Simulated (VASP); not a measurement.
Calculation: PBEsol GGA, VASP's PBE PAW potentials (set 64) (plane waves; VASP).

VASP ran on this input.

### INCAR
```
SYSTEM = ScIn3
PREC = Accurate; ENCUT = 300; LREAL = .False.
LASPH = .True.
EDIFF = 1E-6; NELM = 100; ALGO = Normal
LMAXMIX = 4
ISMEAR = -1; SIGMA = 0.1
GGA = PS
ISIF = 2
LWAVE = .False.; LCHARG = .False.
```

### POSCAR
```
ScIn3
4.495690
  1.0000000000   0.0000000000   0.0000000000
  0.0000000000   1.0000000000   0.0000000000
  0.0000000000   0.0000000000   1.0000000000
Sc In
1 3
direct
  0.0000000000   0.0000000000   0.0000000000
  0.0000000000   0.5000000000   0.5000000000
  0.5000000000   0.0000000000   0.5000000000
  0.5000000000   0.5000000000   0.0000000000
```

KPOINTS:
```
Automatic mesh
0
Gamma
6 6 6
0 0 0
```

POTCAR, in this order: Sc_sv In_d (PBE.64 set). Program: vasp_std.

Output of the run:

OSZICAR:
```
       N       E                     dE             d eps       ncg     rms          rms(c)
DAV:   1     0.425504517146E+03    0.42550E+03   -0.17472E+04  1200   0.157E+03
DAV:   2     0.197598176223E+02   -0.40574E+03   -0.40152E+03  1200   0.487E+02
DAV:   3    -0.169931517351E+02   -0.36753E+02   -0.36219E+02  1424   0.178E+02
DAV:   4    -0.184109261043E+02   -0.14178E+01   -0.14038E+01  1642   0.400E+01
DAV:   5    -0.184748841172E+02   -0.63958E-01   -0.63924E-01  1880   0.762E+00    0.887E+00
DAV:   6    -0.171944170421E+02    0.12805E+01   -0.57479E+00  1642   0.169E+01    0.306E+00
DAV:   7    -0.171152402968E+02    0.79177E-01   -0.43290E-01  1712   0.606E+00    0.179E+00
DAV:   8    -0.170837526727E+02    0.31488E-01   -0.11852E-01  1636   0.302E+00    0.511E-01
DAV:   9    -0.170815107772E+02    0.22419E-02   -0.24897E-02  1566   0.169E+00    0.184E-01
DAV:  10    -0.170810145911E+02    0.49619E-03   -0.38680E-03  1870   0.521E-01    0.767E-02
DAV:  11    -0.170810190123E+02   -0.44212E-05   -0.18891E-04  1718   0.112E-01    0.224E-02
DAV:  12    -0.170810178480E+02    0.11643E-05   -0.61983E-05  1700   0.498E-02    0.125E-02
DAV:  13    -0.170810154219E+02    0.24261E-05   -0.21472E-05  1432   0.313E-02    0.181E-03
DAV:  14    -0.170810154900E+02   -0.68142E-07   -0.66719E-07   926   0.673E-03
   1 F= -.17081015E+02 E0= -.17055083E+02  d E =-.518655E-01
```

### OUTCAR
```
------------------------ aborting loop because EDIFF is reached ----------------------------------------
  FORCE on cell =-STRESS in cart. coord.  units (eV):
  Direction    XX          YY          ZZ          XY          YZ          ZX
  --------------------------------------------------------------------------------------
  Total       -1.2661065     -1.2661065     -1.2661065     -0.0000000      0.0000000     -0.0000000
  in kB      -22.3250143    -22.3250143    -22.3250143     -0.0000000      0.0000000     -0.0000000
  external PRESSURE =     -22.3250143 kB  Pullay stress =       0.0000000 kB
  volume of cell :       90.86
      direct lattice vectors                 reciprocal lattice vectors
     4.495690000  0.000000000  0.000000000     0.222435266  0.000000000  0.000000000
     0.000000000  4.495690000  0.000000000     0.000000000  0.222435266  0.000000000
     0.000000000  0.000000000  4.495690000     0.000000000  0.000000000  0.222435266
 POSITION                                       TOTAL-FORCE (eV/Angst)
 -----------------------------------------------------------------------------------
      0.00000      0.00000      0.00000         0.000000      0.000000      0.000000
      0.00000      2.24784      2.24784         0.000000      0.000000      0.000000
      2.24784      0.00000      2.24784         0.000000      0.000000      0.000000
      2.24784      2.24784      0.00000         0.000000      0.000000      0.000000
 -----------------------------------------------------------------------------------
    total drift:                                0.000000      0.000000      0.000000
  FREE ENERGIE OF THE ION-ELECTRON SYSTEM (eV)
  ---------------------------------------------------
  free  energy   TOTEN  =       -17.0810154900 eV

  energy  without entropy=      -17.0291499902  energy(sigma->0) =      -17.05508274
```
(Selected blocks of OUTCAR.)

At this cut-off the stress carries a Pulay error, which pulls relaxed volumes low.

The structure comes from a computed database's ScIn3 entry (Pm-3m); how it stands against other phases isn't given here. The cell was not relaxed at this level.
